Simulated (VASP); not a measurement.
WC (wc) is relaxed at rising pressure, each step from the one before. Symmetry mostly holds the structure type, and other phases were not tried. The mesh follows the cell, and a change of mesh leaves a small step in the series.

```
CELL_PARAMETERS angstrom
      1.46198    -2.53222     0.00000
      1.46198     2.53222     0.00000
      0.00000     0.00000     2.85091
ATOMIC_POSITIONS crystal
  W  0.00000 0.00000 0.00000
  C  0.33333 0.66667 0.50000
```

The numbers are results of PBE GGA, VASP's PBE PAW potentials (set 64) (plane waves; VASP), not measurements. Numerical set-up: 620 eV cut-off, 14×14×13 Γ-centred mesh, first-order Methfessel-Paxton smearing of 0.10 eV, potentials W_sv C.

Unless said otherwise, spin-orbit coupling is left out, though it shifts the bands of the heavy elements here.

```
P (GPa)  V (Å³/atom)  H − H(0) (eV/atom)  space group  gap on the mesh (eV)    k-mesh
-------  -----------  ------------------  -----------  --------------------  --------
0              10.55               0.000        P-6m2                  0.00  14×14×13
5              10.42               0.327        P-6m2                  0.00  14×14×13
10               ___                 ___        P-6m2                  0.00  14×14×13
20               ___                 ___        P-6m2                  0.00  15×15×13
30              9.86               1.908        P-6m2                  0.00  15×15×13
45              9.58               2.818        P-6m2                  0.00  15×15×13
```

Task: Fill in the missing entries.

Result: 
- 20, V (Å³/atom): 10.06
- 20, H − H(0) (eV/atom): 1.286
- 10, V (Å³/atom): 10.30
- 10, H − H(0) (eV/atom): 0.651

Pressures at which the relaxation failed are left out.

The compound is WC in the wc structure.
